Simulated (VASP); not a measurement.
Level of theory: revTPSS meta-GGA, VASP's PBE PAW potentials (set 64) (plane waves; VASP 6.6.1).

VASP ran on this input.

INCAR:
```
ALGO = Normal
EDIFF = 1E-7
ENCUT = 520
ISIF = 2
ISMEAR = 1
LASPH = T
LCHARG = F
LMAXMIX = 4
LMIXTAU = T
LREAL = F
LWAVE = F
METAGGA = RTPSS
NELM = 100
PREC = Accurate
SIGMA = 0.1
SYSTEM = Cs
```

File KPOINTS:
```
Automatic
0
G
8 8 8
```

**POSCAR**
```
Cs
1
   -3.1591898081     3.1591898081     3.1591898081
    3.1591898081    -3.1591898081     3.1591898081
    3.1591898081     3.1591898081    -3.1591898081
Cs
1
Direct
  0.0000000000   1.0000000000   1.0000000000
```

POTCAR, in this order: Cs_sv (PBE.64 set). Program: vasp_std.

Output of the run:

File OSZICAR:
```
       N       E                     dE             d eps       ncg     rms          rms(c)
DAV:   1     0.100837683858E+03    0.10084E+03   -0.31486E+03   696   0.113E+03
DAV:   2     0.352757507474E+02   -0.65562E+02   -0.65021E+02   872   0.228E+02
DAV:   3     0.205756944943E+02   -0.14700E+02   -0.14699E+02   720   0.161E+02
DAV:   4     0.194336837551E+02   -0.11420E+01   -0.11416E+01   888   0.676E+01
DAV:   5     0.194010364532E+02   -0.32647E-01   -0.32642E-01   920   0.119E+01    0.675E-01
DAV:   6     0.204065033081E+02    0.10055E+01   -0.93100E-01   536   0.145E+01    0.180E-01
DAV:   7     0.206503507708E+02    0.24385E+00   -0.12609E+02   464   0.812E+03    0.107E-01
DAV:   8     0.202844016983E+02   -0.36595E+00   -0.14424E-01   616   0.614E+00    0.490E-02
DAV:   9     0.205656566896E+02    0.28125E+00   -0.28029E-01   536   0.599E+00    0.268E-01
DAV:  10     0.207645537879E+02    0.19890E+00   -0.12320E-01   504   0.330E+00    0.244E-01
DAV:  11     0.207796903080E+02    0.15137E-01   -0.74741E-02   512   0.379E+00    0.195E-01
DAV:  12     0.207658829943E+02   -0.13807E-01   -0.54083E-03   696   0.102E+00    0.179E-01
DAV:  13     0.207369507340E+02   -0.28932E-01   -0.91711E-03   488   0.139E+00    0.184E-01
DAV:  14     0.206881880944E+02   -0.48763E-01   -0.65753E-02   480   0.264E+00    0.225E-01
DAV:  15     0.206872039256E+02   -0.98417E-03   -0.17785E-03   536   0.485E-01    0.231E-01
DAV:  16     0.206913501712E+02    0.41462E-02   -0.22229E-03   584   0.484E-01    0.182E-01
DAV:  17     0.206931968174E+02    0.18466E-02   -0.36172E-03   560   0.673E-01    0.100E-01
DAV:  18     0.206916896122E+02   -0.15072E-02   -0.95461E-04   496   0.295E-01    0.597E-02
DAV:  19     0.206941183883E+02    0.24288E-02   -0.33807E-04   528   0.257E-01    0.328E-02
DAV:  20     0.206941919094E+02    0.73521E-04   -0.48713E-04   528   0.247E-01    0.276E-02
DAV:  21     0.206943270143E+02    0.13510E-03   -0.74611E-05   528   0.996E-02    0.213E-02
DAV:  22     0.206942336543E+02   -0.93360E-04   -0.29119E-05   528   0.557E-02    0.211E-02
DAV:  23     0.206942741451E+02    0.40491E-04   -0.13400E-05   632   0.479E-02    0.181E-02
DAV:  24     0.206941608527E+02   -0.11329E-03   -0.43843E-05   512   0.508E-02    0.114E-02
DAV:  25     0.206942094513E+02    0.48599E-04   -0.78988E-06   544   0.265E-02    0.880E-03
DAV:  26     0.206941052615E+02   -0.10419E-03   -0.86416E-05   512   0.621E-02    0.675E-03
DAV:  27     0.206941067177E+02    0.14563E-05   -0.72702E-06   512   0.217E-02    0.451E-03
DAV:  28     0.206941077667E+02    0.10490E-05   -0.28397E-06   696   0.155E-02    0.225E-03
DAV:  29     0.206941080030E+02    0.23634E-06   -0.13437E-06   624   0.104E-02    0.120E-03
DAV:  30     0.206941080820E+02    0.78980E-07   -0.26859E-07   584   0.516E-03
   1 F= 0.20694108E+02 E0= 0.20694984E+02  d E =-.262639E-02
```

**OUTCAR**
```
------------------------ aborting loop because EDIFF is reached ----------------------------------------
  FORCE on cell =-STRESS in cart. coord.  units (eV):
  Direction    XX          YY          ZZ          XY          YZ          ZX
  --------------------------------------------------------------------------------------
  Total       -0.0716821     -0.0716821     -0.0716821     -0.0000000      0.0000000     -0.0000000
  in kB       -0.9106141     -0.9106141     -0.9106141     -0.0000000      0.0000000     -0.0000000
  external PRESSURE =      -0.9106141 kB  Pullay stress =       0.0000000 kB
  volume of cell :      126.12
      direct lattice vectors                 reciprocal lattice vectors
    -3.159189808  3.159189808  3.159189808     0.000000000  0.158268427  0.158268427
     3.159189808 -3.159189808  3.159189808     0.158268427  0.000000000  0.158268427
     3.159189808  3.159189808 -3.159189808     0.158268427  0.158268427  0.000000000
 POSITION                                       TOTAL-FORCE (eV/Angst)
 -----------------------------------------------------------------------------------
      0.00000      0.00000      0.00000        -0.000000      0.000000     -0.000000
 -----------------------------------------------------------------------------------
    total drift:                               -0.000000      0.000000     -0.000000
  FREE ENERGIE OF THE ION-ELECTRON SYSTEM (eV)
  ---------------------------------------------------
  free  energy   TOTEN  =        20.6941080820 eV

  energy  without entropy=       20.6967344735  energy(sigma->0) =       20.69498355
```
(Selected blocks of OUTCAR.)

OUTCAR:
```
 val. band max:        0.2880292715   @ k =   0.2500   0.2500   0.0000

 cond. band min:       0.3266947307   @ k =   0.3750   0.1250   0.0000


 Fermi energy:         0.3028044154

 k-point     1 :       0.0000    0.0000    0.0000
  band No.  band energies     occupation
      1     -23.9834      2.00000
      2     -10.6413      2.00000
      3     -10.6413      2.00000
      4     -10.6413      2.00000
      5      -1.2771      2.00000
      6       2.7925      0.00000
      7       2.7925      0.00000
      8       2.7925      0.00000

 k-point     2 :       0.1250    0.0000    0.0000
  band No.  band energies     occupation
      1     -23.9828      2.00000
      2     -10.6554      2.00000
      3     -10.6461      2.00000
      4     -10.6413      2.00000
      5      -1.1235      2.00000
      6       2.5907      0.00000
      7       2.6156      0.00000
      8       2.9486      0.00000

 k-point     3 :       0.2500    0.0000    0.0000
  band No.  band energies     occupation
      1     -23.9813      2.00000
      2     -10.6889      2.00000
      3     -10.6574      2.00000
      4     -10.6412      2.00000
      5      -0.6919      2.00000
      6       1.9895     -0.00000
      7       2.2935     -0.00000
      8       3.4074      0.00000

 k-point     4 :       0.3750    0.0000    0.0000
  band No.  band energies     occupation
      1     -23.9798      2.00000
      2     -10.7218      2.00000
      3     -10.6687      2.00000
      4     -10.6412      2.00000
      5      -0.0818      2.00000
      6       1.3904     -0.00000
      7       2.0494     -0.00000
      8       3.5122      0.00000

 k-point     5 :       0.5000    0.0000    0.0000
  band No.  band energies     occupation
      1     -23.9792      2.00000
      2     -10.7353      2.00000
      3     -10.6734      2.00000
      4     -10.6411      2.00000
      5       0.3750      0.06519
      6       0.9943     -0.00000
      7       1.9622     -0.00000
...
```

Unless said otherwise, spin-orbit coupling is left out, though it shifts the bands of the heavy elements here.

The compound is Cs in the bcc structure. This cell is one point of a volume scan, at 1.06 of the reference volume.
